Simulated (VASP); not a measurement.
Computed with SCAN meta-GGA, VASP's PBE PAW potentials (set 64) (plane waves; VASP).

VASP ran on this input.

POSCAR:
```
Ni
1
    0.0000000000     1.7600000000     1.7600000000
    1.7600000000     0.0000000000     1.7600000000
    1.7600000000     1.7600000000     0.0000000000
Ni
1
Direct
  0.0000000000   0.0000000000   0.0000000000
```

INCAR:
```
# general
SYSTEM  = Ni
PREC    = Accurate
ENCUT   = 520
LREAL   = .FALSE.   # projection in real space or not
LASPH   = .TRUE.

# electronic loop
EDIFF   = 1E-6   # SCF stop (eV)
NELM    = 100   # most electronic steps
ALGO    = Normal   # blocked Davidson
LMAXMIX = 4   # l cut-off of mixed one-centre charges
LMIXTAU = .TRUE.

# smearing
ISMEAR  = 1   # Methfessel-Paxton
SIGMA   = 0.1   # width (eV)

# functional
METAGGA = SCAN

# spin
ISPIN   = 2   # spin-polarised
MAGMOM  = 0.8

# ions
IBRION  = 2   # conjugate gradients
NSW     = 60   # most ionic steps
ISIF    = 3   # ions, shape and volume
EDIFFG  = -0.01   # ionic stop

# output
LWAVE   = .FALSE.
LCHARG  = .FALSE.
LORBIT  = 10
```

File KPOINTS:
```
Automatic mesh
0
Gamma
16 16 16
0 0 0
```

POTCAR, in this order: Ni (PBE.64 set). Program: vasp_std.

Output

OSZICAR:
```
       N       E                     dE             d eps       ncg     rms          rms(c)
DAV:   1     0.114772940595E+02    0.11477E+02   -0.49805E+03  5364   0.146E+03
DAV:   2    -0.180424911643E+02   -0.29520E+02   -0.28314E+02  5277   0.169E+02
DAV:   3    -0.185358781026E+02   -0.49339E+00   -0.49164E+00  6040   0.292E+01
DAV:   4    -0.185409102682E+02   -0.50322E-02   -0.50314E-02  6085   0.256E+00
DAV:   5    -0.185410469085E+02   -0.13664E-03   -0.13663E-03  6086   0.361E-01    0.109E+01
DAV:   6    -0.167624850473E+02    0.17786E+01   -0.31552E+01  5515   0.947E+01    0.933E+00
DAV:   7    -0.160919054917E+02    0.67058E+00   -0.84776E+00  5559   0.404E+01    0.231E+00
DAV:   8    -0.161035922919E+02   -0.11687E-01   -0.77096E-02  5285   0.354E+00    0.175E+00
DAV:   9    -0.160979699484E+02    0.56223E-02   -0.75375E-02  6100   0.417E+00    0.587E-01
DAV:  10    -0.161021163909E+02   -0.41464E-02   -0.31803E-02  5763   0.236E+00    0.147E-01
DAV:  11    -0.161019183180E+02    0.19807E-03   -0.15978E-03  5585   0.727E-01    0.788E-02
DAV:  12    -0.161023681667E+02   -0.44985E-03   -0.24799E-03  5446   0.631E-01    0.449E-02
DAV:  13    -0.161022119817E+02    0.15619E-03   -0.13646E-03  5323   0.452E-01    0.208E-02
DAV:  14    -0.161021828152E+02    0.29166E-04   -0.16342E-04  5441   0.165E-01    0.352E-03
DAV:  15    -0.161021945151E+02   -0.11700E-04   -0.21618E-05  5405   0.590E-02    0.468E-03
DAV:  16    -0.161022244744E+02   -0.29959E-04   -0.16761E-05  4725   0.516E-02    0.484E-03
DAV:  17    -0.161022107529E+02    0.13721E-04   -0.87487E-07  3236   0.156E-02    0.243E-03
DAV:  18    -0.161022009711E+02    0.97818E-05   -0.46705E-07  2671   0.102E-02    0.530E-04
DAV:  19    -0.161021990206E+02    0.19505E-05   -0.78530E-08  2658   0.374E-03    0.272E-04
DAV:  20    -0.161022002083E+02   -0.11878E-05   -0.71602E-09  2651   0.144E-03    0.176E-04
DAV:  21    -0.161022000139E+02    0.19445E-06   -0.48032E-09  2658   0.102E-03
   1 F= -.16102200E+02 E0= -.16102429E+02  d E =-.161022E+02  mag=     0.7783
       N       E                     dE             d eps       ncg     rms          rms(c)
DAV:   1    -0.173157446736E+02   -0.12135E+01   -0.19547E+01  5483   0.748E+01    0.933E+00
DAV:   2    -0.163345492264E+02    0.98120E+00   -0.15689E+01  5525   0.659E+01    0.466E+00
DAV:   3    -0.161259294740E+02    0.20862E+00   -0.27204E+00  5609   0.246E+01    0.184E+00
DAV:   4    -0.161099376903E+02    0.15992E-01   -0.12036E-01  5466   0.396E+00    0.639E-01
DAV:   5    -0.161078679594E+02    0.20697E-02   -0.22559E-02  6209   0.186E+00    0.325E-01
DAV:   6    -0.161066045940E+02    0.12634E-02   -0.17388E-02  5562   0.202E+00    0.160E-01
DAV:   7    -0.161068215907E+02   -0.21700E-03   -0.76310E-03  5290   0.105E+00    0.881E-02
DAV:   8    -0.161062339423E+02    0.58765E-03   -0.39715E-03  5277   0.700E-01    0.309E-02
DAV:   9    -0.161061205079E+02    0.11343E-03   -0.22913E-04  5276   0.210E-01    0.157E-02
DAV:  10    -0.161061729807E+02   -0.52473E-04   -0.30775E-05  5491   0.759E-02    0.443E-03
DAV:  11    -0.161061609916E+02    0.11989E-04   -0.14739E-05  4593   0.487E-02    0.218E-03
DAV:  12    -0.161061597248E+02    0.12668E-05   -0.85877E-07  3933   0.141E-02    0.135E-03
DAV:  13    -0.161061565688E+02    0.31560E-05   -0.10080E-06  3947   0.123E-02    0.245E-04
DAV:  14    -0.161061574432E+02   -0.87437E-06   -0.29775E-08  2623   0.263E-03
   2 F= -.16106157E+02 E0= -.16106325E+02  d E =-.395743E-02  mag=     0.7504
       N       E                     dE             d eps       ncg     rms          rms(c)
DAV:   1    -0.163828897721E+02   -0.27673E+00   -0.44451E+00  5464   0.378E+01    0.440E+00
DAV:   2    -0.161770246246E+02    0.20587E+00   -0.42450E+00  5704   0.304E+01    0.240E+00
DAV:   3    -0.161162900974E+02    0.60735E-01   -0.76453E-01  5551   0.134E+01    0.866E-01
DAV:   4    -0.161159908525E+02    0.29924E-03   -0.37914E-02  5454   0.219E+00    0.334E-01
DAV:   5    -0.161149260495E+02    0.10648E-02   -0.13186E-02  5388   0.143E+00    0.191E-01
DAV:   6    -0.161146147547E+02    0.31129E-03   -0.45579E-04  5656   0.272E-01    0.150E-01
DAV:   7    -0.161147797067E+02   -0.16495E-03   -0.56455E-04  5423   0.318E-01    0.778E-02
DAV:   8    -0.161145141814E+02    0.26553E-03   -0.16957E-03  5356   0.516E-01    0.165E-02
DAV:   9    -0.161145569872E+02   -0.42806E-04   -0.32949E-05  5278   0.748E-02    0.789E-03
DAV:  10    -0.161145423657E+02    0.14621E-04   -0.12633E-05  4408   0.428E-02    0.439E-03
DAV:  11    -0.161145467121E+02   -0.43464E-05   -0.37038E-07  2974   0.799E-03    0.121E-03
DAV:  12    -0.161145378770E+02    0.88351E-05   -0.65275E-07  4013   0.996E-03    0.340E-04
DAV:  13    -0.161145385666E+02   -0.68960E-06   -0.42617E-08  2631   0.278E-03
   3 F= -.16114539E+02 E0= -.16114686E+02  d E =-.123386E-01  mag=     0.7678
       N       E                     dE             d eps       ncg     rms          rms(c)
DAV:   1    -0.161247020124E+02   -0.10164E-01   -0.15649E-01  5466   0.694E+00    0.834E-01
DAV:   2    -0.161164837012E+02    0.82183E-02   -0.14303E-01  5627   0.590E+00    0.464E-01
DAV:   3    -0.161148349949E+02    0.16487E-02   -0.25929E-02  5513   0.244E+00    0.150E-01
DAV:   4    -0.161146440675E+02    0.19093E-03   -0.18882E-03  5427   0.524E-01    0.599E-02
DAV:   5    -0.161147257851E+02   -0.81718E-04   -0.15266E-03  5367   0.457E-01    0.335E-02
DAV:   6    -0.161145774967E+02    0.14829E-03   -0.48430E-04  5322   0.263E-01    0.166E-02
DAV:   7    -0.161146449104E+02   -0.67414E-04   -0.17460E-04  5279   0.161E-01    0.126E-02
DAV:   8    -0.161145834595E+02    0.61451E-04   -0.83584E-05  5263   0.108E-01    0.405E-03
DAV:   9    -0.161145737832E+02    0.96763E-05   -0.21505E-06  4231   0.194E-02    0.691E-04
DAV:  10    -0.161145738939E+02   -0.11064E-06   -0.63840E-08  2634   0.356E-03
   4 F= -.16114574E+02 E0= -.16114718E+02  d E =-.123739E-01  mag=     0.7650
       N       E                     dE             d eps       ncg     rms          rms(c)
DAV:   1    -0.161154492830E+02   -0.87550E-03   -0.13718E-02  5469   0.206E+00    0.246E-01
DAV:   2    -0.161146078341E+02    0.84145E-03   -0.12566E-02  5646   0.174E+00    0.136E-01
DAV:   3    -0.161145072603E+02    0.10057E-03   -0.22818E-03  5506   0.727E-01    0.444E-02
DAV:   4    -0.161144583268E+02    0.48934E-04   -0.19198E-04  5437   0.167E-01    0.176E-02
DAV:   5    -0.161144825639E+02   -0.24237E-04   -0.16496E-04  5369   0.150E-01    0.105E-02
DAV:   6    -0.161144619505E+02    0.20613E-04   -0.37539E-05  5191   0.735E-02    0.544E-03
DAV:   7    -0.161144762559E+02   -0.14305E-04   -0.10401E-05  4169   0.408E-02    0.374E-03
DAV:   8    -0.161144642251E+02    0.12031E-04   -0.75465E-06  4025   0.330E-02    0.130E-03
DAV:   9    -0.161144614609E+02    0.27642E-05   -0.18384E-07  2963   0.593E-03    0.308E-04
DAV:  10    -0.161144612996E+02    0.16131E-06   -0.15093E-08  2629   0.180E-03
   5 F= -.16114461E+02 E0= -.16114605E+02  d E =-.122613E-01  mag=     0.7641
```

### OUTCAR
```
------------------------ aborting loop because EDIFF is reached ----------------------------------------
  FORCE on cell =-STRESS in cart. coord.  units (eV):
  Direction    XX          YY          ZZ          XY          YZ          ZX
  --------------------------------------------------------------------------------------
  Total        0.0013776      0.0013776      0.0013776      0.0000000      0.0000000      0.0000000
  in kB        0.2137886      0.2137886      0.2137886      0.0000000      0.0000000      0.0000000
  external PRESSURE =       0.2137886 kB  Pullay stress =       0.0000000 kB
  volume of cell :       10.32
      direct lattice vectors                 reciprocal lattice vectors
     0.000000000  1.728251461  1.728251461    -0.289309751  0.289309751  0.289309751
     1.728251461  0.000000000  1.728251461     0.289309751 -0.289309751  0.289309751
     1.728251461  1.728251461  0.000000000     0.289309751  0.289309751 -0.289309751
 POSITION                                       TOTAL-FORCE (eV/Angst)
 -----------------------------------------------------------------------------------
      0.00000      0.00000      0.00000         0.000000      0.000000      0.000000
 -----------------------------------------------------------------------------------
    total drift:                               -0.000000     -0.000000     -0.000000
  FREE ENERGIE OF THE ION-ELECTRON SYSTEM (eV)
  ---------------------------------------------------
  free  energy   TOTEN  =       -16.1144612996 eV

  energy  without entropy=      -16.1148936880  energy(sigma->0) =      -16.11460543

 total charge

# of ion       s       p       d       tot
------------------------------------------
    1        0.540   0.575   8.321   9.436

 magnetization (x)

# of ion       s       p       d       tot
------------------------------------------
    1       -0.008  -0.046   0.838   0.784

 reached required accuracy - stopping structural energy minimisation
```
(Selected blocks of OUTCAR.)

CONTCAR:
```
Ni
   1.00000000000000
     0.0000000000000000    1.7282514614149824    1.7282514614149824
     1.7282514614149824    0.0000000000000000    1.7282514614149824
     1.7282514614149824    1.7282514614149824    0.0000000000000000
  Ni
     1
Direct
     0.0000000000000000    0.0000000000000000    0.0000000000000000
```

Energy and stress use the plane-wave basis of the starting cell.

The compound is Ni in the fcc structure. This run relaxes it. Symmetry was kept, so distortions that lower it aren't found.
